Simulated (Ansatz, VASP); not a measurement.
**Mg6NbCu in VASP and in Ansatz**

```
CELL_PARAMETERS angstrom
4.83661 0.00000 0.00000
0.00000 3.02627 5.40426
0.00000 -3.02627 5.40426
ATOMIC_POSITIONS crystal
Nb 0.50796 0.66959 0.67318
Cu 0.99860 0.80897 0.81543
Mg 0.49995 0.14743 0.17930
Mg 0.51481 0.14964 0.67858
Mg 0.50435 0.66163 0.15952
Mg 0.00463 0.33565 0.34005
Mg 0.98607 0.35086 0.82560
Mg 0.97724 0.82350 0.34707
```

Change from the starting cell: atoms moved at random, drawn with an rms of 0.1 Å.

Alike in both runs: task atomic charges; functional PBEsol; dispersion D3(BJ); k mesh 6 × 5 × 5; occupations methfessel-paxton of order 1, width 0.2 eV; no spin polarisation.

|  | VASP | Ansatz |
| --- | --- | --- |
| version | VASP 6.6.1 | Ansatz 0.2.0 |
| potentials or method | VASP PAW PBE potentials, release 64 (Nb_sv, Cu, Mg) | Ansatz PAW |
| plane-wave cutoff (eV) | 520 | 420 |
| valence electrons in the cell | 36 | 92 |

```csv
,VASP,Ansatz,Ansatz less VASP
gap on the k mesh at the Fermi level (eV),none,none,-
pressure (GPa),-3.8,-3.9,-0.05
largest component of the traceless stress (GPa),0.90,0.91,+0.013
rms of the force components (eV/Å),0.281,0.281,-0.0003
dispersion energy (meV/atom),-344.2,-344.3,-0.10
```

Atom by atom the forces differ by 0.005 eV/Å (rms over components). A gap of «none» marks a metal or a gap that the smearing closes. The functional is the same, so the differences come from potentials, cutoffs and numerics. The two sets of potentials don't hold the same shells in valence.

Caveats: pairwise dispersion overbinds metals, which lowers pressure and volume; the PAW data sets were made with another functional, which shifts forces and pressure a little (VASP); the PAW data sets come from PBE, with cores solved anew for the run's functional, which leaves a small shift of forces and pressure (Ansatz).
